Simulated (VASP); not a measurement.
A convergence study with VASP on WS2 (2H layered): one setting is varied, all else stays as given below, so the limit is that of these other settings. Each run relaxes cell and ions from the cell shown.

```yaml
crystal:
  lattice:
    - [1.57500, -2.72798, 0.00000]
    - [1.57500, 2.72798, 0.00000]
    - [0.00000, 0.00000, 12.32000]
  atoms:
    - { symbol: W, position: [0.33333, 0.66667, 0.25000] }
    - { symbol: W, position: [0.66667, 0.33333, 0.75000] }
    - { symbol: S, position: [0.33333, 0.66667, 0.87800] }
    - { symbol: S, position: [0.66667, 0.33333, 0.37800] }
    - { symbol: S, position: [0.66667, 0.33333, 0.12200] }
    - { symbol: S, position: [0.33333, 0.66667, 0.62200] }
```

The numbers are results of LDA (Ceperley-Alder, Perdew-Zunger), VASP's LDA PAW potentials (set 64) (plane waves; VASP 6.6.1), not measurements. The tightest run used: 550 eV cut-off, 12×12×3 Γ-centred mesh, Gaussian smearing of 0.050 eV, potentials W_sv S.

Task: The settings run are 2×2×1 mesh; 3×3×1 mesh; 4×4×1 mesh; 5×5×1 mesh; 6×6×1 mesh; 7×7×2 mesh; 8×8×2 mesh; 9×9×2 mesh; 10×10×2 mesh; 11×11×2 mesh; 12×12×3 mesh. From which on does the relaxed volume stay within 0.1 Å³/atom of the tightest run?

Result: From 7×7×2 mesh on: it is off by 0.000 there and by no more than 0.1 in any finer run, while 6×6×1 mesh is off by 0.233.
| setting | relaxed volume (Å³/atom) | E (eV/atom) | irreducible k-points | difference judged (Å³/atom) |
|---|---|---|---|---|
| 2×2×1 mesh | 18.261 | -8.4100 | 2 | 1.075 |
| 3×3×1 mesh | 17.991 | -8.7346 | 3 | 0.806 |
| 4×4×1 mesh | 17.451 | -8.7676 | 4 | 0.265 |
| 5×5×1 mesh | 17.434 | -8.7484 | 5 | 0.248 |
| 6×6×1 mesh | 17.419 | -8.7479 | 7 | 0.233 |
| 7×7×2 mesh | 17.186 | -8.7550 | 16 | 0.000 |
| 8×8×2 mesh | 17.189 | -8.7546 | 20 | 0.004 |
| 9×9×2 mesh | 17.193 | -8.7546 | 24 | 0.008 |
| 10×10×2 mesh | 17.193 | -8.7546 | 28 | 0.008 |
| 11×11×2 mesh | 17.196 | -8.7546 | 32 | 0.010 |
| 12×12×3 mesh | 17.186 | -8.7547 | 38 | 0.000 |

Left out are rungs that failed or repeat a setting and relaxations that didn't move; long series are thinned to 24 rows.

The compound is WS2 in the 2H layered structure.
